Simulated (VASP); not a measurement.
All values below come from PBE GGA, VASP's PBE PAW potentials (set 64) (plane waves; VASP).

The input files of a VASP run:

### KPOINTS
```
Automatic mesh
0
Gamma
13 13 8
0 0 0
```

File POSCAR:
```
Os
1
    1.3986720000    -2.4141040000     0.0000000000
    1.3986720000     2.4141040000     0.0000000000
    0.0000000000     0.0000000000     4.4081610000
Os
2
Direct
  0.3333330000   0.6666670000   0.2500000000
  0.6954270000   0.3620930000   0.7500000000
```

### INCAR
```
ALGO = Normal
AMIX = 1.0
BMIX = 0.0001
EDIFF = 1E-6
ENCUT = 400
GGA = PE
IMIX = 4
ISIF = 2
ISMEAR = 1
LASPH = .TRUE.
LCHARG = .FALSE.
LMAXMIX = 6
LREAL = .FALSE.
LWAVE = .FALSE.
NELM = 100
PREC = Accurate
SIGMA = 0.1
SYSTEM = Os
```

POTCAR, in this order: Os (PBE.64 set). Program: vasp_std.

What VASP printed:

OSZICAR:
```
       N       E                     dE             d eps       ncg     rms          rms(c)
DAV:   1     0.768796570456E+02    0.76880E+02   -0.65252E+03 10208   0.102E+03
DAV:   2    -0.185949359225E+02   -0.95475E+02   -0.86240E+02 11464   0.354E+02
DAV:   3    -0.237935492055E+02   -0.51986E+01   -0.48479E+01 12308   0.669E+01
DAV:   4    -0.239115387786E+02   -0.11799E+00   -0.11615E+00 11108   0.962E+00
DAV:   5    -0.239131107069E+02   -0.15719E-02   -0.15711E-02 12024   0.922E-01    0.203E+01
DAV:   6    -0.234725809938E+02    0.44053E+00   -0.17044E+01 11432   0.408E+01    0.506E+00
DAV:   7    -0.224893160625E+02    0.98326E+00   -0.67283E+00 11120   0.266E+01    0.560E+00
DAV:   8    -0.224115783746E+02    0.77738E-01   -0.29586E-01 10416   0.461E+00    0.713E-01
DAV:   9    -0.224135526119E+02   -0.19742E-02   -0.61825E-03 11164   0.683E-01    0.165E-01
DAV:  10    -0.224138457614E+02   -0.29315E-03   -0.34319E-04 11184   0.201E-01    0.484E-02
DAV:  11    -0.224138318256E+02    0.13936E-04   -0.41861E-05 11064   0.700E-02    0.131E-02
DAV:  12    -0.224138274507E+02    0.43749E-05   -0.27457E-06 10044   0.170E-02    0.403E-03
DAV:  13    -0.224138266131E+02    0.83758E-06   -0.61536E-07  5336   0.836E-03
   1 F= -.22413827E+02 E0= -.22414097E+02  d E =0.811449E-03
```

File OUTCAR:
```
------------------------ aborting loop because EDIFF is reached ----------------------------------------
  FORCE on cell =-STRESS in cart. coord.  units (eV):
  Direction    XX          YY          ZZ          XY          YZ          ZX
  --------------------------------------------------------------------------------------
  Total       -2.8178342     -2.4892557     -3.1331175     -0.2053100      0.0000000      0.0000000
  in kB     -151.6584869   -133.9740819   -168.6273281    -11.0499753      0.0000000      0.0000000
  external PRESSURE =    -151.4199656 kB  Pullay stress =       0.0000000 kB
  volume of cell :       29.77
      direct lattice vectors                 reciprocal lattice vectors
     1.398672000 -2.414104000  0.000000000     0.357481954 -0.207116181  0.000000000
     1.398672000  2.414104000  0.000000000     0.357481954  0.207116181  0.000000000
     0.000000000  0.000000000  4.408161000     0.000000000  0.000000000  0.226851968
 POSITION                                       TOTAL-FORCE (eV/Angst)
 -----------------------------------------------------------------------------------
      1.39867      0.80470      1.10204         0.610063      0.026955      0.000000
      1.47912     -0.80470      3.30612        -0.610063     -0.026955      0.000000
 -----------------------------------------------------------------------------------
    total drift:                                0.000001      0.000000      0.000000
  FREE ENERGIE OF THE ION-ELECTRON SYSTEM (eV)
  ---------------------------------------------------
  free  energy   TOTEN  =       -22.4138266131 eV

  energy  without entropy=      -22.4146380622  energy(sigma->0) =      -22.41409710
```
(Selected blocks of OUTCAR.)

File OUTCAR:
```
 val. band max:        8.5873464695   @ k =   0.3077   0.0000   0.1250

 cond. band min:       8.5929726127   @ k =   0.0000   0.3077   0.0000


 Fermi energy:         8.5928066999

 k-point     1 :       0.0000    0.0000    0.0000
  band No.  band energies     occupation
      1      -1.8326      2.00000
      2       1.3333      2.00000
      3       5.7026      2.00000
      4       5.8355      2.00000
      5       5.8999      2.00000
      6       6.4826      2.00000
      7       6.6489      2.00000
      8       6.8616      2.00000
      9       7.3885      2.00000
     10       8.5987      0.90105
     11       9.7532     -0.00000
     12      10.3867     -0.00000

 k-point     2 :       0.0769   -0.0000    0.0000
  band No.  band energies     occupation
      1      -1.6091      2.00000
      2       1.5350      2.00000
      3       5.2948      2.00000
      4       6.0264      2.00000
      5       6.1519      2.00000
      6       6.6121      2.00000
      7       6.6392      2.00000
      8       6.6718      2.00000
      9       7.2036      2.00000
     10       7.7569      2.00000
     11       9.9261     -0.00000
     12      11.4855      0.00000

 k-point     3 :      -0.0000    0.0769    0.0000
  band No.  band energies     occupation
      1      -1.6112      2.00000
      2       1.5233      2.00000
      3       5.3808      2.00000
      4       5.9271      2.00000
      5       6.2111      2.00000
      6       6.4310      2.00000
      7       6.7133      2.00000
      8       6.8178      2.00000
      9       7.0142      2.00000
     10       7.7591      2.00000
     11      10.4092     -0.00000
     12      11.1090      0.00000

 k-point     4 :       0.1538    0.0000    0.0000
  band No.  band energies     occupation
      1      -0.9708      2.00000
      2       2.0641      2.00000
      3       4.7514      2.00000
      4       5.7955      2.00000
      5       6.0053      2.00000
      6       6.5846      2.00000
...
```

Unless said otherwise, spin-orbit coupling is left out, though it shifts the bands of the heavy elements here.

The compound is Os in the hcp structure. The cell was not relaxed at this level, atoms are displaced from their ideal sites. The run is one of a series of settings (AMIX = 1.0, BMIX = 0.0001, IMIX = 4 against the base run), some of them coarse on purpose.
